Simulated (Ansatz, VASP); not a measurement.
# Ti (Titanium): VASP beside Ansatz, part 2 of 2

One calculation is typed for both programs; each brings its own data sets. How far apart do they land? The cell is taken from a series of runs on this material, whose earlier steps may have relaxed, scaled, displaced or heated it; both programs get it as it stands.

VASP 6.6.1 and Ansatz 0.2.0.

So far: Set-up; VASP: zone-centre phonons, LDA.

## (3) Ansatz: zone-centre phonons, LDA

Level of this step: Ansatz beside VASP: Kohn-Sham DFT, plane waves, LDA (Ansatz).

Ansatz runs on its PAW soft_1 files.

The same cell, functional (in two slightly different forms), mesh and smearing now go to Ansatz, which takes its cutoff from its data sets.

Contents of input.yaml:

```yaml
crystal:
  lattice:
    - [2.8536791907, 0.0, 0.0]
    - [-1.4268395954, 2.4713586734, 0.0]
    - [0.0, 0.0, 4.5198580492]
  atoms:
    - { symbol: Ti, position: [0.3333333333, 0.6666666667, 0.25] }
    - { symbol: Ti, position: [0.6666666667, 0.3333333333, 0.75] }
kpoints:
  mp_grid: { grid: [18, 18, 12] }
hamiltonian:
  xc: lda
  pseudopotentials: { kind: paw, azcp: { folder: soft_1 }, xc_functional: pbe }
scf:
  occupations: { method: methfessel_paxton, width: 0.2 }
output:
  eigenvalues: true
phonons:
  method: dfpt
```

The run is started by

```bash
$ ansatz run input.yaml --threads 4 --pin off --max-ram 10240MiB --backend cpu --events-out ev --progress --plain --runs-dir out
```

Numbers of over 12 decimals in the logs are rounded to 6 here.

The program printed:

```text
zone centre: on kpoints.mp_grid the ground state, and the responses unless they are solved on pairs of k-points, stand on 637 of the mesh's 3888 k-points, reduced under 4 symmetry operations, with k and −k counted as one. Each operation leaves every solved displacement unchanged or reverses it
Engine: ansatz 0.2.0, x86_64-unknown-linux-gnu
Pseudopotentials: kind: paw
Pseudopotential: Ti, paw, valence charge 12, recommended cutoff 420 eV (normal), soft_1/Ti.paw.azcp
Functional definition: SPW92
  exchange = slater_x
  correlation = pw_c
Crystal: 2 atoms, lattice volume = 31.876 Å³
Basis set: ecut = 420 eV, 615 PW (Γ), exchange–correlation on 40×40×64 points (8 copies of the dense FFT grid, shifted against one another)
Bands: 16, of which v1, the nominal top of the filled ones, is band 12 counted from 1 (11 counted from 0)
Symmetry: 24 space group operations
k-points: 637 of 3888 (irreducible under 4 space group operations, time reversal used)
Non-local potential: Ti, projectors of the file, l = 0: 3, l = 1: 2, l = 2: 3, l = 3: 1
PAW form: soft (Blöchl's): semilocal exchange-correlation on the pseudo side does not see the compensation charge
PAW frozen core: Ti, regenerated for the run's functional, and the local potential with it (the file was generated under x = pbe(κ = 0.804, μ = 0.219515), c = pbe(β = 0.066725))
PAW one-centre angular grid: Ti, 590 points (default); XC on 64 Gauss nodes
Initial density: superposition of atomic densities (chi_scale 0.1, normalization cell)
Initial wavefunctions: pseudopotential atomic-orbital guess
Functional: x = slater, c = lda
SCF iter   1: F=—  HF=-4901.021947 eV  |F-HF|=—  |Δ(HF+E_count)|=         —  Δρ=6.12e-2  dr2=1.18e0  ethr=3.10e-3  ⟨swp⟩=4.4  Hψ=90299  notcnv=0
automatic band count: the SCF goes on with 20 bands, as 16 were too few: they end inside the smearing window of the response
preconditioner: auto → none  [metal: Δε(μ)=0.002 eV  Ē_g=4.847 eV  σ=0.200 eV  W_gap=0.01  n_scr=8 (ndim 8)  ℏωp=18.6 eV  f_vac=0.000  D(μ)=1.56/eV (n_scr^D=22)  sad-step TF]
SCF iter   2: F=—  HF=-4900.745948 eV  |F-HF|=—  |Δ(HF+E_count)|=   2.76e-1  S|Δr|=    0.00e0  Δρ=3.45e-2  dr2=3.94e-1  ethr=3.10e-3  ⟨swp⟩=2.0  Hψ=21445  notcnv=0  defer=899
SCF iter   3: F=—  HF=-4900.614275 eV  |F-HF|=—  |Δ(HF+E_count)|=   1.32e-1  S|Δr|=    0.00e0  Δρ=1.25e-3  dr2=2.94e-4  ethr=1.64e-3  ⟨swp⟩=2.8  Hψ=22164  notcnv=0  defer=899
SCF iter   4: F=—  HF=-4900.614314 eV  |F-HF|=—  |Δ(HF+E_count)|=   3.93e-5  S|Δr|=    0.00e0  Δρ=1.12e-4  dr2=2.54e-6  ethr=1.23e-6  ⟨swp⟩=2.8  Hψ=22374  notcnv=0  defer=869
SCF iter   5: F=—  HF=-4900.614318 eV  |F-HF|=—  |Δ(HF+E_count)|=   4.12e-6  S|Δr|=    0.00e0  Δρ=5.67e-5  dr2=6.98e-7  ethr=1.06e-8  ⟨swp⟩=2.0  Hψ=20304  notcnv=0  defer=869
SCF iter   6: F=—  HF=-4900.614318 eV  |F-HF|=—  |Δ(HF+E_count)|=   1.94e-7  S|Δr|=    0.00e0  Δρ=9.05e-6  dr2=1.32e-8  ethr=2.91e-9  ⟨swp⟩=2.9  Hψ=19429  notcnv=0  defer=869
SCF iter   7: F=—  HF=-4900.614318 eV  |F-HF|=—  |Δ(HF+E_count)|=   5.92e-9  S|Δr|=    0.00e0  Δρ=8.41e-7  dr2=1.26e-10  ethr=5.48e-11  ⟨swp⟩=3.0  Hψ=20023  notcnv=0  defer=869
SCF iter   8: F=-4900.614318 eV  HF=-4900.614318 eV  |F-HF|=1.82e-12  |Δ(HF+E_count)|=  7.91e-11  S|Δr|=    0.00e0  Δρ=2.55e-8  dr2=9.08e-14  ethr=1.00e-12  ⟨swp⟩=8.8  Hψ=50187  notcnv=0
SCF 1 converged in 8 iterations: F = -4900.614318 eV  dr2 = 9.08e-14
  greatest PAW one-centre occupation: 0.998 electrons in one spin orbital (limit 2), on the Ti atom at site 1 (counted from 0), in its partial waves of l = 0
DFPT response loops at Γ: preconditioner auto → Kerker (q_TF=auto, 2.602 Å⁻¹) (partly filled bands, converged f_vac=0.000); β = 1.00, the filter's whole step (`scf.mixing.beta` (0.50) is not read by the response loops under this deck's `scf.mixing.preconditioner`; to damp them name `kerker` or `kerker_dos`, under which they read `scf.mixing.beta`, and type it under 1.00, their step now; both keys bind the ground state too); Broyden in place of MSR1
SCF converged after 8 iterations
Stability not checked: this state was not tested for a lower state beside it, because cold or Methfessel-Paxton smearing, or corrected tetrahedra, fill the levels in a way that the test cannot read (fill_not_monotonic; see scf.lower_state_search)
Free energy (F): -4900.614318 eV
Harris-Foulkes:  -4900.614318 eV  (|F-HF|=1.82e-12)
Internal energy: -4900.617845 eV  (E = F + TS)
E sigma→0 (E₀):  -4900.615200 eV
Entropy (-TS):   0.003527 eV (1.763 meV/atom)
Fermi energy:    14.375471 eV
--- Per-component energies (eV) ---
  E_band       = -283.800778
  E_kinetic    = 566.386260
  E_local      = -1659.586017  (includes V_loc(G=0)·N_el)
  E_nonlocal   = 130.325079
  E_hartree    = 661.009590
  E_xc         = -231.447543
  E_vxc        = -291.639369  (∫ρ·V_xc dr)
  E_paw        = -1988.576133  (= ΣΔE_a)
  E_vpaw       = -351.305774  (= ΣTr[D̂ρ^β])
  E_aug_tail   = -0.000150  (compensation charges beyond the density's cutoff)
  E_ewald      = -2379.380834
  E_core_change = 0.651901  (= ΣΔE_core)
  E_smearing   = 0.003527  (= −TS)
  E_closure    = -0.000000  (closes the sum)
  Σ components = -4900.614318   (vs F -4900.614318, Δ=0.00e0)
--- Band table (eV; the first three rows and the last of 637) ---
  k-point 0: bands = [... 8 lower, 8.0840, 11.4739, 15.1533, 15.1533, 15.2977, 15.4881, 15.7206, 15.7206, ... 4 higher]
  k-point 1: bands = [... 8 lower, 8.1477, 11.4578, 15.1178, 15.1178, 15.2612, 15.3626, 15.6830, 15.6830, ... 4 higher]
  k-point 2: bands = [... 8 lower, 8.3362, 11.3947, 15.0450, 15.0450, 15.0531, 15.1562, 15.5812, 15.5812, ... 4 higher]
  k-point 636: bands = [... 8 lower, 12.2296, 12.2296, 13.7645, 13.7645, 14.2871, 14.2871, 16.0352, 16.0352, ... 4 higher]
--- Phonons (Γ-DFPT): 2 representative perturbations + reference, on 637 of 3888 k-points (Σ response iterations 6) ---
  k mesh reduced under 4 symmetry operations, with k and −k counted as one. Each operation leaves every solved displacement unchanged or reverses it
  ASR residual: 1.164e-5 → 0.000e0 eV/Å²; symmetrization residual: 4.239e-10 eV/Å²
  ASR residual per site (eV/Å²): 1.16e-5 1.16e-5
  Γ frequencies (cm⁻¹): 0.00 0.00 0.00 112.63 112.63 209.12
  non-analytic LO–TO correction: not included (Born effective charges unavailable; polar crystals: no LO–TO splitting at Γ)
```

## (4) Differences

Known differences besides the potentials themselves: the cutoff is 420 eV in Ansatz and 500 eV in VASP; VASP's log shows a relativistic correction to its local exchange, Ansatz's none. Total energies have different zeros and are not compared.

Compared:

```csv
quantity,Ansatz,VASP,difference
optical mode 1 to 2 (cm⁻¹),112.6,112.5,+0.08 %
optical mode 3 (cm⁻¹),209.1,213.2,-1.89 %
```

Modes are paired by rising frequency, not by their patterns, so a pair may set unlike modes beside each other; they are those without the splitting of longitudinal modes.

## (5) Outcome

```yaml
r_m_s_difference_of_the_optical_zone_centre_modes_each_program_s_sorted_by_frequency_zone_centre_phonons_lda: 2.3 cm⁻¹
difference_in_optical_mode_3_zone_centre_phonons_lda: -1.9 %
```

The r.m.s. difference of the optical zone-centre modes, each program's sorted by frequency is 2.3 cm⁻¹ (zone-centre phonons, LDA). Among the rows given in per cent, the largest difference of the zone-centre phonons, LDA pair is in optical mode 3, -1.9 %. Such differences can come from data sets, numerical settings and the points named under the comparisons, not from the functional's error against experiment.

[Lines on the potential files, build, host, timing and source positions are cut from VASP's logs without a mark.]

[Logs are printed without paths, hosts, clocks, repeated set-up lines and the standing remarks that a program may print on its own settings, such as how far it seeks lower states.]

[Hosts, paths, dates, database ids (printed as entryN), source tags and the programs' standing remarks are cut or masked in the printed files.]
